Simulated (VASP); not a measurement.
Given:

```yaml
crystal:
  lattice:
    - [2.25710, -3.77797, 0.00000]
    - [2.25710, 3.77797, 0.00000]
    - [0.00000, 0.00000, 4.47228]
  atoms:
    - { symbol: Ga, position: [0.15490, 0.84510, 0.91900] }
    - { symbol: Ga, position: [0.34510, 0.65490, 0.41900] }
    - { symbol: Ga, position: [0.65490, 0.34510, 0.58100] }
    - { symbol: Ga, position: [0.85498, 0.16478, 0.08100] }
```

Computed with PBE GGA, VASP's PBE PAW potentials (set 64) (plane waves; VASP 6.6.1). Run with 400 eV cut-off, KSPACING 0.35 per Å, first-order Methfessel-Paxton smearing of 0.10 eV, potentials Ga_d.

Question: Give the force on each atom (eV/Å).

Answer: 
| atom | Fx | Fy | Fz |
|---|---|---|---|
| Ga1 | 0.065 | -0.156 | -0.075 |
| Ga2 | 0.124 | 0.162 | -0.066 |
| Ga3 | -0.074 | -0.164 | 0.074 |
| Ga4 | -0.116 | 0.158 | 0.067 |

Question: Give the stress tensor in GPa (positive for a compressed cell).

Answer: 
```
 2.29   0.11   0.09
 0.11   4.10  -0.02
 0.09  -0.02   2.55
```
The pressure is its mean diagonal, 2.98 GPa.

The compound is Ga in the alpha structure. The cell was not relaxed at this level, atoms are displaced from their ideal sites. The run is one of a series of settings (KGAMMA = .TRUE., KSPACING = 0.35, KPOINTS file removed against the base run), some of them coarse on purpose.
